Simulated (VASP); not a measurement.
Here is the system:

```
CELL_PARAMETERS angstrom
      0.00000     2.44174     2.44174
      2.44174     0.00000     2.44174
      2.44174     2.44174     0.00000
ATOMIC_POSITIONS crystal
  Be 0.00000 0.00000 0.00000
  S  0.25000 0.25000 0.25000
```

All values below come from TPSS meta-GGA, VASP's PBE PAW potentials (set 64) (plane waves; VASP). Numerical set-up: 520 eV cut-off, 10×10×10 Γ-centred mesh, tetrahedra with Blöchl corrections, potentials Be S.

Q: Give the energies of bands 2 to 7 at the high-symmetry points, in eV from the valence-band maximum.

A: 
| band | Γ | X | U | L | W |
|---|---|---|---|---|---|
| 2 | 0.00 | -4.98 | -4.52 | -5.74 | -4.22 |
| 3 | 0.00 | -2.58 | -4.02 | -1.00 | -3.79 |
| 4 | 0.00 | -2.58 | -2.13 | -1.00 | -3.27 |
| 5 | 5.99 | 3.25 | 4.53 | 5.68 | 6.54 |
| 6 | 6.03 | 5.13 | 7.71 | 6.87 | 8.34 |
| 7 | 6.03 | 13.17 | 10.90 | 6.87 | 8.78 |

The gap is indirect, 3.25 eV, from the valence maximum at Γ to the conduction minimum at X.

The compound is BeS in the zinc blende structure. It was relaxed first.
